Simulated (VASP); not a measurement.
Write the native input for VASP 6.6.1 that does the following.

```yaml
Task: relaxation of the atoms
Functional: LDA
Potentials_or_basis: VASP PAW LDA potentials, release 64 (Sr_sv, B, C)
Cutoff: 520 eV
k_mesh: 4 × 4 × 7
Occupations: gaussian, width 0.05 eV
Spin: no spin polarisation
Further_INCAR_settings: ALGO = Normal; EDIFF = 1e-06; IBRION = 2; EDIFFG = -0.01; NSW = 40
```

The structure of Sr3B2C lies in POSCAR:

```
Sr3B2C
1.0
    7.4645900000      0.0000000000      0.0000000000
   -3.7322900000      6.4645200000      0.0000000000
    0.0000000000      0.0000000000      3.5997600000
Sr B C
3 2 1
Direct
    0.5000000000      0.0000000000      0.5000000000
    0.5000000000      0.5000000000      0.5000000000
    0.0000000000      0.5000000000      0.5000000000
    0.3333300000      0.6666700000      0.0000000000
    0.6666700000      0.3333300000      0.0000000000
    0.0000000000      0.0000000000      0.0000000000
```

The cell was built by a generator and needn't be a form met in nature.

These files were run (other wordings do the same):

INCAR

```
SYSTEM = Sr3B2C
PREC = Accurate
ENCUT = 520
EDIFF = 1E-6
ISMEAR = 0
SIGMA = 0.05
LREAL = .FALSE.
LASPH = .TRUE.
NELM = 60
ALGO = Normal
ISIF = 2
LWAVE = .FALSE.
LCHARG = .FALSE.
GGA = CA
IBRION = 2
NSW = 40
EDIFFG = -0.01
```

KPOINTS

```
Automatic mesh
0
G
  4 4 7
  0 0 0
```

Potentials or basis: VASP PAW LDA potentials, release 64 (Sr_sv, B, C).

Run with:

```console
$ cat potpaw_LDA.64/Sr_sv/POTCAR potpaw_LDA.64/B/POTCAR potpaw_LDA.64/C/POTCAR > POTCAR
$ mpirun -np 1 vasp_std > vasp.out
```

Results of the run:

- Pressure after relaxing: -2.4 GPa
- Band gap on the k mesh: none (metal or under the smearing width)

Caveat: the relaxation stopped at its first step, so nothing moved.

Wall time 2.4 min on 1 thread of Intel(R) Xeon(R) Platinum 8375C CPU @ 2.90GHz (Ice Lake) (shared host), peak memory 0.3 GiB.
